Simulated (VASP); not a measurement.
Calculation: PBE GGA, VASP's PBE PAW potentials (set 64) (plane waves; VASP 6.6.1).

A VASP calculation is set up with these files.

### POSCAR
```
PtS2 monolayer
1
    3.5710133167     0.0000000000     0.0000000000
   -1.7855066584     3.0925883218     0.0000000000
    0.0000000000     0.0000000000    23.3017106149
S Pt
2 1
Direct
  0.6666670000   0.3333330000   0.4367190000
  0.3333330000   0.6666670000   0.5632810000
  0.0000000000   0.0000000000   0.5000000000
```

File KPOINTS:
```
kpoints
0
Gamma
 12 12 1
0 0 0
```

### INCAR
```
SYSTEM = PtS2 monolayer
PREC = Normal; ENCUT = 400; LREAL = F
LASPH = T
EDIFF = 1E-5; NELM = 100; NELMIN = 4
ALGO = Normal; LMAXMIX = 6
ISMEAR = 0; SIGMA = 0.05
GGA = PE
IBRION = 2; NSW = 50; ISIF = 4
EDIFFG = -0.03
LWAVE = T; LCHARG = F
```

POTCAR, in this order: S Pt (PBE.64 set). Program: vasp_std.

Output

File OSZICAR:
```
...
DAV:   1    -0.155009150534E+02   -0.10728E+00   -0.69474E+00   647   0.174E+01    0.276E+00
DAV:   2    -0.154600806118E+02    0.40834E-01   -0.30533E-01   633   0.469E+00    0.930E-01
DAV:   3    -0.154451265180E+02    0.14954E-01   -0.22993E-02   809   0.132E+00    0.521E-01
DAV:   4    -0.154378971964E+02    0.72293E-02   -0.16409E-02   780   0.782E-01    0.290E-01
DAV:   5    -0.154366919025E+02    0.12053E-02   -0.22665E-03   808   0.329E-01    0.860E-02
DAV:   6    -0.154361126201E+02    0.57928E-03   -0.39776E-04   808   0.106E-01    0.447E-02
DAV:   7    -0.154358988440E+02    0.21378E-03   -0.12318E-04   808   0.528E-02    0.339E-02
DAV:   8    -0.154359617531E+02   -0.62909E-04   -0.73525E-05   717   0.445E-02    0.123E-02
DAV:   9    -0.154361465455E+02   -0.18479E-03   -0.95227E-05   675   0.481E-02    0.180E-02
DAV:  10    -0.154362305246E+02   -0.83979E-04   -0.46442E-06   572   0.173E-02    0.143E-02
DAV:  11    -0.154363418801E+02   -0.11136E-03   -0.56792E-06   573   0.116E-02    0.266E-03
DAV:  12    -0.154364202107E+02   -0.78331E-04   -0.26611E-06   600   0.648E-03    0.611E-03
DAV:  13    -0.154364461111E+02   -0.25900E-04   -0.55058E-07   642   0.432E-03    0.120E-03
DAV:  14    -0.154364694494E+02   -0.23338E-04   -0.80474E-07   586   0.362E-03    0.181E-03
DAV:  15    -0.154364722653E+02   -0.28159E-05   -0.56971E-08   607   0.129E-03
   5 F= -.15436472E+02 E0= -.15436472E+02  d E =-.428368E-01
       N       E                     dE             d eps       ncg     rms          rms(c)
DAV:   1    -0.155430552349E+02   -0.10659E+00   -0.10021E+01   654   0.210E+01    0.346E+00
DAV:   2    -0.154841077960E+02    0.58947E-01   -0.44786E-01   661   0.568E+00    0.115E+00
DAV:   3    -0.154632385808E+02    0.20869E-01   -0.32969E-02   823   0.155E+00    0.642E-01
DAV:   4    -0.154529539993E+02    0.10285E-01   -0.23723E-02   787   0.933E-01    0.338E-01
DAV:   5    -0.154514403157E+02    0.15137E-02   -0.28934E-03   808   0.355E-01    0.104E-01
DAV:   6    -0.154506756025E+02    0.76471E-03   -0.49533E-04   808   0.118E-01    0.552E-02
DAV:   7    -0.154503282176E+02    0.34738E-03   -0.17595E-04   808   0.667E-02    0.409E-02
DAV:   8    -0.154503368370E+02   -0.86194E-05   -0.94701E-05   724   0.569E-02
   6 F= -.15450337E+02 E0= -.15450337E+02  d E =-.567013E-01
       N       E                     dE             d eps       ncg     rms          rms(c)
DAV:   1    -0.154514677962E+02   -0.11396E-02   -0.68631E-02   717   0.170E+00    0.231E-01
DAV:   2    -0.154511183300E+02    0.34947E-03   -0.31412E-03   654   0.471E-01    0.961E-02
DAV:   3    -0.154510563013E+02    0.62029E-04   -0.25245E-04   816   0.128E-01    0.553E-02
DAV:   4    -0.154511006595E+02   -0.44358E-04   -0.14300E-04   745   0.740E-02    0.272E-02
DAV:   5    -0.154511619897E+02   -0.61330E-04   -0.15882E-05   669   0.273E-02    0.800E-03
DAV:   6    -0.154512123645E+02   -0.50375E-04   -0.37308E-06   635   0.141E-02    0.412E-03
DAV:   7    -0.154512513312E+02   -0.38967E-04   -0.99191E-07   607   0.802E-03    0.210E-03
DAV:   8    -0.154512835165E+02   -0.32185E-04   -0.43918E-07   593   0.433E-03    0.128E-03
DAV:   9    -0.154513097674E+02   -0.26251E-04   -0.53410E-07   579   0.409E-03    0.424E-04
DAV:  10    -0.154513174397E+02   -0.76722E-05   -0.11810E-07   600   0.215E-03
   7 F= -.15451317E+02 E0= -.15451317E+02  d E =-.576819E-01
       N       E                     dE             d eps       ncg     rms          rms(c)
DAV:   1    -0.154680746844E+02   -0.16765E-01   -0.20957E+00   626   0.949E+00    0.132E+00
DAV:   2    -0.154544530413E+02    0.13622E-01   -0.96024E-02   731   0.263E+00    0.499E-01
DAV:   3    -0.154494534730E+02    0.49996E-02   -0.79982E-03   819   0.728E-01    0.286E-01
DAV:   4    -0.154475748625E+02    0.18786E-02   -0.44762E-03   773   0.417E-01    0.131E-01
DAV:   5    -0.154475405548E+02    0.34308E-04   -0.53549E-04   773   0.172E-01    0.500E-02
DAV:   6    -0.154476574295E+02   -0.11687E-03   -0.15921E-04   724   0.701E-02    0.230E-02
DAV:   7    -0.154477954791E+02   -0.13805E-03   -0.23828E-05   630   0.297E-02    0.143E-02
DAV:   8    -0.154480049113E+02   -0.20943E-03   -0.68134E-05   759   0.396E-02    0.111E-02
DAV:   9    -0.154481494328E+02   -0.14452E-03   -0.58839E-05   742   0.340E-02    0.458E-03
DAV:  10    -0.154482150816E+02   -0.65649E-04   -0.19505E-05   636   0.170E-02    0.852E-03
DAV:  11    -0.154482244811E+02   -0.93995E-05   -0.77770E-07   635   0.559E-03
   8 F= -.15448224E+02 E0= -.15448224E+02  d E =-.545890E-01
       N       E                     dE             d eps       ncg     rms          rms(c)
DAV:   1    -0.154653455868E+02   -0.17131E-01   -0.15373E+00   605   0.818E+00    0.127E+00
DAV:   2    -0.154565047546E+02    0.88408E-02   -0.69214E-02   647   0.226E+00    0.438E-01
DAV:   3    -0.154530667028E+02    0.34381E-02   -0.50798E-03   821   0.601E-01    0.247E-01
DAV:   4    -0.154514829775E+02    0.15837E-02   -0.37705E-03   787   0.374E-01    0.122E-01
DAV:   5    -0.154512625747E+02    0.22040E-03   -0.42366E-04   808   0.140E-01    0.410E-02
DAV:   6    -0.154511580194E+02    0.10456E-03   -0.10423E-04   808   0.542E-02    0.222E-02
DAV:   7    -0.154511457752E+02    0.12244E-04   -0.20821E-05   649   0.273E-02    0.128E-02
DAV:   8    -0.154511773931E+02   -0.31618E-04   -0.15488E-05   538   0.232E-02    0.810E-03
DAV:   9    -0.154512444513E+02   -0.67058E-04   -0.26885E-05   526   0.248E-02    0.581E-03
DAV:  10    -0.154512924316E+02   -0.47980E-04   -0.45554E-06   579   0.108E-02    0.578E-03
DAV:  11    -0.154513182183E+02   -0.25787E-04   -0.54779E-07   607   0.458E-03    0.108E-03
DAV:  12    -0.154513512497E+02   -0.33031E-04   -0.14078E-06   586   0.501E-03    0.269E-03
DAV:  13    -0.154513611024E+02   -0.98527E-05   -0.28373E-07   628   0.321E-03
   9 F= -.15451361E+02 E0= -.15451361E+02  d E =-.577256E-01
       N       E                     dE             d eps       ncg     rms          rms(c)
DAV:   1    -0.154759090652E+02   -0.24558E-01   -0.88497E-01   703   0.676E+00    0.623E-01
DAV:   2    -0.154614060163E+02    0.14503E-01   -0.56204E-02   738   0.191E+00    0.467E-01
DAV:   3    -0.154596622143E+02    0.17438E-02   -0.81504E-03   766   0.727E-01    0.220E-01
DAV:   4    -0.154581951945E+02    0.14670E-02   -0.22413E-03   787   0.314E-01    0.119E-01
DAV:   5    -0.154577607223E+02    0.43447E-03   -0.65959E-04   801   0.194E-01    0.645E-02
DAV:   6    -0.154576520371E+02    0.10869E-03   -0.89542E-05   808   0.829E-02    0.222E-02
DAV:   7    -0.154576183301E+02    0.33707E-04   -0.42417E-05   794   0.331E-02    0.184E-02
DAV:   8    -0.154576435897E+02   -0.25260E-04   -0.22960E-05   539   0.243E-02    0.100E-02
DAV:   9    -0.154577098030E+02   -0.66213E-04   -0.16979E-05   531   0.186E-02    0.405E-03
DAV:  10    -0.154577547165E+02   -0.44914E-04   -0.36146E-06   551   0.880E-03    0.546E-03
DAV:  11    -0.154577938470E+02   -0.39130E-04   -0.11151E-06   593   0.439E-03    0.102E-03
DAV:  12    -0.154578118292E+02   -0.17982E-04   -0.64764E-07   621   0.343E-03    0.952E-04
DAV:  13    -0.154578298272E+02   -0.17998E-04   -0.53619E-07   579   0.306E-03    0.397E-04
DAV:  14    -0.154578318843E+02   -0.20571E-05   -0.29036E-08   614   0.102E-03
  10 F= -.15457832E+02 E0= -.15457832E+02  d E =-.647078E-02
       N       E                     dE             d eps       ncg     rms          rms(c)
DAV:   1    -0.154586066573E+02   -0.77683E-03   -0.30795E-02   752   0.126E+00    0.113E-01
DAV:   2    -0.154581069195E+02    0.49974E-03   -0.17052E-03   696   0.343E-01    0.834E-02
DAV:   3    -0.154580419269E+02    0.64993E-04   -0.28892E-04   780   0.135E-01    0.401E-02
DAV:   4    -0.154579870141E+02    0.54913E-04   -0.75657E-05   759   0.574E-02    0.213E-02
DAV:   5    -0.154579687356E+02    0.18279E-04   -0.20364E-05   642   0.351E-02    0.109E-02
DAV:   6    -0.154579640553E+02    0.46802E-05   -0.37580E-06   572   0.164E-02
  11 F= -.15457964E+02 E0= -.15457964E+02  d E =-.660295E-02
```

OUTCAR:
```
------------------------ aborting loop because EDIFF is reached ----------------------------------------
  FORCE on cell =-STRESS in cart. coord.  units (eV):
  Direction    XX          YY          ZZ          XY          YZ          ZX
  --------------------------------------------------------------------------------------
  Total       -0.0410218     -0.0410218     -0.0092174      0.0000000     -0.0000000      0.0000000
  in kB       -0.2554016     -0.2554016     -0.0573874      0.0000000     -0.0000000      0.0000000
  external PRESSURE =      -0.1893969 kB  Pullay stress =       0.0000000 kB
  volume of cell :      257.34
      direct lattice vectors                 reciprocal lattice vectors
     3.572031026  0.000000000  0.000000000     0.279952776  0.161630808  0.000000000
    -1.786015513  3.093469654 -0.000000000    -0.000000000  0.323261616  0.000000000
     0.000000000 -0.000000000 23.288434926    -0.000000000  0.000000000  0.042939768
 POSITION                                       TOTAL-FORCE (eV/Angst)
 -----------------------------------------------------------------------------------
      1.78602      1.03116     10.41677        -0.000000     -0.000000      0.004257
     -0.00000      2.06231     12.87166         0.000000      0.000000     -0.004257
      0.00000     -0.00000     11.64422        -0.000000      0.000000      0.000000
 -----------------------------------------------------------------------------------
    total drift:                                0.000000      0.000000      0.000000
  FREE ENERGIE OF THE ION-ELECTRON SYSTEM (eV)
  ---------------------------------------------------
  free  energy   TOTEN  =       -15.4579640553 eV

  energy  without entropy=      -15.4579640553  energy(sigma->0) =      -15.45796406

 reached required accuracy - stopping structural energy minimisation
```
(Selected blocks of OUTCAR.)

**CONTCAR**
```
PtS2 monolayer
   1.00000000000000
     3.5720310261924704    0.0000000000121087    0.0000000000000001
    -1.7860155131357631    3.0934696537679911   -0.0000000000000001
     0.0000000000000002   -0.0000000000000006   23.2884349260875467
  S               Pt
     2     1
Direct
     0.6666669999999968    0.3333330000000032    0.4472938821352968
     0.3333330000000032    0.6666669999999968    0.5527061178647034
     0.0000000000000000    0.0000000000000000    0.5000000000000000
```

The cell is a sheet with vacuum, built from PtS2 (1T layered).
